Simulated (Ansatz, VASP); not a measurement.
**PbO in two plane-wave programs**

Aim: how closely do two programs agree when they are given the same cell, functional and k mesh? The cell is taken from a series of VASP runs on this material, whose earlier steps may have relaxed, scaled or displaced it; both programs get it as it stands. Valence electrons are named where the data sets of a main pair hold unlike numbers.

Program: Ansatz 0.2.0. Level of theory: plane waves, with VASP 6.6.1 beside it; band structure at r2SCAN-EpsX with an exact-exchange share of 0.15. Results are calculated unless marked as measured.

### Step 1. The structure

Symmetry: P4/nmm, No. 129, tetragonal system. The conventional cell has a = 3.960 Å, b = 3.960 Å, c = 5.070 Å, α = 90.00°, β = 90.00°, γ = 90.00°. Pb has 4 O at 2.32 Å nearest. Nearest to O lie 4 Pb at 2.32 Å. Farther neighbours and most contacts between anions are not listed.

### Step 2. VASP: band structure, r2SCAN-EpsX with an exact-exchange share of 0.15

Levels along a path test the potential and the projectors away from the mesh points.

Lines of VASP's logs that name or quote its potential files are left out, and so is its time.

The run reads the wave functions of an earlier VASP run, which isn't shown here.

INCAR reads:

```
SYSTEM = PbO
PREC = Accurate
ENCUT = 460
EDIFF = 1E-06
NELM = 100
ISMEAR = 0
SIGMA = 0.03
LREAL = .FALSE.
ALGO = Normal
LHFCALC = .TRUE.
AEXX = 0.15
METAGGA = R2SCAN
LASPH = .TRUE.
NBANDS = 26
PRECFOCK = Fast
HFRCUT = -1
LORBIT = 11
LWAVE = .FALSE.
LCHARG = .FALSE.
KPAR = 4
```

POSCAR reads:

```
PbO
1.0
    3.9600000000      0.0000000000      0.0000000000
    0.0000000000      3.9600000000      0.0000000000
    0.0000000000      0.0000000000      5.0700000000
Pb O
2 2
Direct
    0.5000000000      0.0000000000      0.7614860000
    0.0000000000      0.5000000000      0.2385140000
    0.5000000000      0.5000000000      0.0000000000
    0.0000000000      0.0000000000      0.0000000000
```

KPOINTS reads:

```
Automatic mesh
0
Gamma
4 4 3
0 0 0
```

KPOINTS_OPT reads:

```
Line mode
10
Line-mode
Reciprocal
  0.00000000   0.00000000   0.00000000 GAMMA
  0.00000000   0.50000000   0.00000000 X

  0.00000000   0.50000000   0.00000000 X
  0.50000000   0.50000000   0.00000000 M

  0.50000000   0.50000000   0.00000000 M
  0.00000000   0.00000000   0.00000000 GAMMA

  0.00000000   0.00000000   0.00000000 GAMMA
  0.00000000   0.00000000   0.50000000 Z

  0.00000000   0.00000000   0.50000000 Z
  0.00000000   0.50000000   0.50000000 R

  0.00000000   0.50000000   0.50000000 R
  0.50000000   0.50000000   0.50000000 A

  0.50000000   0.50000000   0.50000000 A
  0.00000000   0.00000000   0.50000000 Z

  0.00000000   0.50000000   0.00000000 X
  0.00000000   0.50000000   0.50000000 R

  0.50000000   0.50000000   0.00000000 M
  0.50000000   0.50000000   0.50000000 A
```

PAW data sets: Pb_d and O (PBE family, release 64).

Command:

```bash
$ mpirun -np 4 vasp_std
```

Numbers of over 12 decimals in the logs are rounded to 6 here.

The log of the run:

```text
[banner, memory and clock lines left out]
running    4 mpi-ranks, on    1 nodes
 distrk:  each k-point on    1 cores,    4 groups
 distr:  one band on    1 cores,    1 groups

 POSCAR found type information on POSCAR PbO
 POSCAR found :  2 types and       4 ions
|                                                                             |
|               ----> ADVICE to this user running VASP <----                  |
|                                                                             |
|     You enforced a specific xc type in the INCAR file but a different       |
|     [... a line on the potential file left out ...]
|     I HOPE YOU KNOW WHAT YOU ARE DOING!                                     |
|                                                                             |

 LDA part: xc-table for (None), standard interpolation
 found WAVECAR, reading the header
 POSCAR, INCAR and KPOINTS ok, starting setup
 FFT: planning ... GRIDC
 FFT: planning ... GRID_SOFT
 FFT: planning ... GRID
 HFRCUT set to (new)   9.694312
 reading WAVECAR
 the WAVECAR file was read successfully
 initial charge from wavefunction
 entering main loop
       N       E                     dE             d eps       ncg     rms          rms(c)
DAV:   1    -0.118070934460E+03   -0.11807E+03   -0.28517E+00   716   0.213E+01    0.201E+00
DAV:   2    -0.118002281040E+03    0.68653E-01   -0.38395E-01   714   0.645E+00    0.917E-01
DAV:   3    -0.118004835835E+03   -0.25548E-02   -0.12081E-01   884   0.263E+00    0.609E-01
DAV:   4    -0.118003411893E+03    0.14239E-02   -0.65120E-03   926   0.147E+00    0.310E-01
DAV:   5    -0.118003554248E+03   -0.14236E-03   -0.42467E-03   890   0.639E-01    0.157E-01
DAV:   6    -0.118003595279E+03   -0.41031E-04   -0.44231E-04   768   0.194E-01    0.944E-02
DAV:   7    -0.118003637573E+03   -0.42293E-04   -0.17890E-04   852   0.937E-02    0.622E-02
DAV:   8    -0.118003659353E+03   -0.21780E-04   -0.21683E-05   798   0.507E-02    0.382E-02
DAV:   9    -0.118003668000E+03   -0.86473E-05   -0.10284E-05   728   0.283E-02    0.225E-02
DAV:  10    -0.118003671667E+03   -0.36669E-05   -0.19051E-06   484   0.130E-02    0.140E-02
DAV:  11    -0.118003672944E+03   -0.12765E-05   -0.13494E-06   350   0.105E-02    0.874E-03
DAV:  12    -0.118003673431E+03   -0.48711E-06   -0.59575E-07   320   0.840E-03
   1 F= -.11800367E+03 E0= -.11800367E+03  d E =-.305162E-14
 Start KPOINTS_OPT (optional k-point list driver)
k-point batch [1-12\90]
       N       E                     dE             ncg
DAV:   1     0.239802056290E+04   -0.40374E+04      624
DAV:   2    -0.295173746895E+04   -0.53498E+04      628
DAV:   3    -0.367727224429E+04   -0.72553E+03      794
DAV:   4    -0.372404551600E+04   -0.46773E+02      742
DAV:   5    -0.372537203215E+04   -0.13265E+01      870
DAV:   6    -0.372542148850E+04   -0.49456E-01      904
DAV:   7    -0.372542377904E+04   -0.22905E-02      928
DAV:   8    -0.372542380088E+04   -0.21844E-04      816
DAV:   9    -0.372542380125E+04   -0.36387E-06      654
[...]
k-point batch [85-90\90]
       N       E                     dE             ncg
DAV:   1     0.867241080072E+04   -0.70395E+04      312
DAV:   2     0.604290266784E+04   -0.26295E+04      338
DAV:   3     0.570571350111E+04   -0.33719E+03      376
DAV:   4     0.568343263833E+04   -0.22281E+02      360
DAV:   5     0.568264945484E+04   -0.78318E+00      382
DAV:   6     0.568262064821E+04   -0.28807E-01      426
DAV:   7     0.568262005678E+04   -0.59142E-03      402
DAV:   8     0.568262003418E+04   -0.22604E-04      418
DAV:   9     0.568262003399E+04   -0.19247E-06      264
```

OUTCAR, selected parts (step 2):

```text
ion  position               nearest neighbor table
   1  0.500  0.000  0.761-   3 2.32   4 2.32   3 2.32   4 2.32   2 3.70   2 3.70   2 3.70   2 3.70
                             2 3.86   2 3.86   2 3.86   2 3.86
   2  0.000  0.500  0.239-   3 2.32   4 2.32   4 2.32   3 2.32   1 3.70   1 3.70   1 3.70   1 3.70
                             1 3.86   1 3.86   1 3.86   1 3.86
   3  0.500  0.500  0.000-   1 2.32   2 2.32   1 2.32   2 2.32
   4  0.000  0.000  0.000-   1 2.32   2 2.32   2 2.32   1 2.32

  LATTYP: Found a simple tetragonal cell.
 ALAT       =     3.9600000000
 C/A-ratio  =     1.2803030303

 Subroutine GETGRP returns: Found 16 space group operations
 (whereof  8 operations were pure point group operations)

The static configuration has the point symmetry D_2d.
 The point group associated with its full space group is D_4h.

 Found     12 irreducible k-points:

   k-points           NKPTS =     12   k-points in BZ     NKDIM =     48   number of bands    NBANDS=     26

   dimension x,y,z NGX =    28 NGY =   28 NGZ =   36
   dimension x,y,z NGXF=    56 NGYF=   56 NGZF=   72

   ENCUT  =  460.0 eV  33.81 Ry    5.81 a.u.   6.93  6.93  8.87*2*pi/ulx,y,z

   NELECT =      40.0000    total number of electrons

 k-points in reciprocal lattice and weights: Automatic mesh
   0.00000000  0.00000000  0.00000000       0.021
   0.25000000  0.00000000  0.00000000       0.083
   0.50000000  0.00000000  0.00000000       0.042
   0.25000000  0.25000000  0.00000000       0.083
   0.50000000  0.25000000  0.00000000       0.083
   0.50000000  0.50000000  0.00000000       0.021
   0.00000000  0.00000000  0.33333333       0.042
   0.25000000  0.00000000  0.33333333       0.167
   0.50000000  0.00000000  0.33333333       0.083
   0.25000000  0.25000000  0.33333333       0.167
   0.50000000  0.25000000  0.33333333       0.167
   0.50000000  0.50000000  0.33333333       0.042

  exchange ACFDT corr.  =         0.00000000  see jH, gK, PRB 81, 115126

 average (electrostatic) potential at core
       1 -92.6571       2 -92.6571       3 -68.2617       4 -68.2617

 E-fermi :   4.6431

 k-point     1 :       0.0000    0.0000    0.0000
  band No.  band energies     occupation
    ...
     16      -0.3401      2.00000
     17       2.3184      2.00000
     18       2.4460      2.00000
     19       2.4460      2.00000
     20       4.4917      2.00000
     21       8.1244      0.00000
     22      11.2600      0.00000
     23      11.3809      0.00000
     24      11.3809      0.00000
     25      12.4698      0.00000
    ...

 k-point     2 :       0.2500    0.0000    0.0000
  band No.  band energies     occupation
    ...
     16       0.0450      2.00000
     17       1.5417      2.00000
     18       2.0039      2.00000
     19       2.1153      2.00000
     20       4.1445      2.00000
     21       9.2121      0.00000
     22       9.3043      0.00000
     23      11.2840      0.00000
     24      11.7493      0.00000
     25      12.2350      0.00000
    ...

 k-point     3 :       0.5000    0.0000    0.0000
  band No.  band energies     occupation
    ...
     16       0.7609      2.00000
     17       0.9984      2.00000
     18       0.9984      2.00000
     19       2.4930      2.00000
     20       2.4930      2.00000
     21       9.0030      0.00000
     22       9.0030      0.00000
     23      12.5764      0.00000
     24      12.5764      0.00000
     25      12.5844      0.00000
    ...

  energy-cutoff  :      460.00
  volume of cell :       79.51
      direct lattice vectors                 reciprocal lattice vectors
     3.960000000  0.000000000  0.000000000     0.252525253  0.000000000  0.000000000
     0.000000000  3.960000000  0.000000000     0.000000000  0.252525253  0.000000000
     0.000000000  0.000000000  5.070000000     0.000000000  0.000000000  0.197238659

 POSITION                                       TOTAL-FORCE (eV/Angst)
 -----------------------------------------------------------------------------------
      1.98000      0.00000      3.86073         0.000000      0.000000      0.505155
      0.00000      1.98000      1.20927         0.000000      0.000000     -0.505155
      1.98000      1.98000      0.00000         0.000000     -0.000000     -0.000000
      0.00000      0.00000      0.00000        -0.000000      0.000000     -0.000000
 -----------------------------------------------------------------------------------
    total drift:                                0.000000      0.000001      0.000002

  FREE ENERGIE OF THE ION-ELECTRON SYSTEM (eV)
  ---------------------------------------------------
  free  energy   TOTEN  =      -118.0036734307 eV

  energy  without entropy=     -118.0036734307  energy(sigma->0) =     -118.00367343

 total charge
# of ion       s       p       d       tot
------------------------------------------
    1        1.366   0.607   9.875  11.848
    2        1.366   0.607   9.875  11.848
    3        1.588   3.438   0.000   5.026
    4        1.588   3.438   0.000   5.026
--------------------------------------------------
tot          5.908   8.090  19.751  33.750

[... 3 further parts left out ...]
```

The k-mesh is coarse for unscreened exact exchange, which converges slowly with it. The PAW data sets were made with PBE, which is usual practice but a small mismatch for other functionals.

(Part 1 of 2 ends here.)

[Lines on the potential files, build, host, timing and source positions are cut from VASP's logs without a mark.]

[Logs are printed without paths, hosts, clocks, repeated set-up lines and the standing remarks that a program may print on its own settings, such as how far it seeks lower states.]

[Hosts, paths, dates, database ids (printed as entryN), source tags and the programs' standing remarks are cut or masked in the printed files.]
